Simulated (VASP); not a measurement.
```yaml
crystal:
  lattice:
    - [0.00000, 2.87130, 2.87130]
    - [2.87130, 0.00000, 2.87130]
    - [2.87130, 2.87130, 0.00000]
  atoms:
    - { symbol: Be, position: [0.00000, 0.00000, 0.00000] }
    - { symbol: Te, position: [0.25000, 0.25000, 0.25000] }
```

The base run (VASP): PBE GGA, plane waves, VASP's PBE PAW potentials (set 64). Settings: 400 eV cut-off, 7×7×7 Γ-centred mesh, Gaussian smearing of 0.050 eV, potentials Be Te.

One setting is varied; ΔE counts from the base run. The base run took about 10 core-seconds. Times come from single runs on busy shared machines, so they are rough: good to a factor of about 2.

Pressures at a finite cut-off, here 400 eV, hold a Pulay part, which this task's highest cut-off puts under 0.2 GPa.

```csv
setting,cost over the base run,electronic steps,ΔE (meV/atom),pressure (GPa)
base run,reference,12,0.0,-2.04
ISYM = 1,within a factor of 2,12,0.0,-2.04
SYMPREC = 1E-3,within a factor of 2,12,0.0,-2.04
ISYM = 0,about 4 times,12,0.0,-2.04
ISYM = -1,(withheld),12,0.0,-2.04
```

**Question.** Fill in the missing entries.

**Answer.** 
- ISYM = -1, cost over the base run: about 8 times

Left out are runs that failed, have no time on record or changed the cell.

The compound is BeTe in the zinc blende structure. The cell was not relaxed at this level.
